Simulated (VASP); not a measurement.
Data:

```xyz
3
Lattice="4.0108 0.0000 0.0000 -2.0054 3.4734 0.0000 0.0000 0.0000 4.0392" Properties=species:S:1:pos:R:3 pbc="T T T"
Yb     0.0000     0.0000     0.0000
P      2.0054     1.1578     2.0196
Pt     0.0000     2.3156     2.0196
```

Calculation: PBEsol GGA, VASP's PBE PAW potentials (set 64) (plane waves; VASP). Run with 400 eV cut-off, Gaussian smearing of 0.050 eV, potentials Yb_2 P Pt.

The 4f electrons are frozen in the core of the lanthanide potential, so 4f levels, which can set the real gap, and their magnetism are missing.  Unless said otherwise, spin-orbit coupling is left out, though it shifts the bands of the heavy elements here.

Question: Predict the band gap (along the path) with the smallest direct gap where there is one.

Answer: 
- band gap (along the path) = none (metal, semimetal or under 0.01 eV)

The structure comes from a computed database's YbPPt entry (P-6m2); how it stands against other phases isn't given here. It was relaxed first. The electron count is odd and the run is not spin-polarised, which forces a metal.
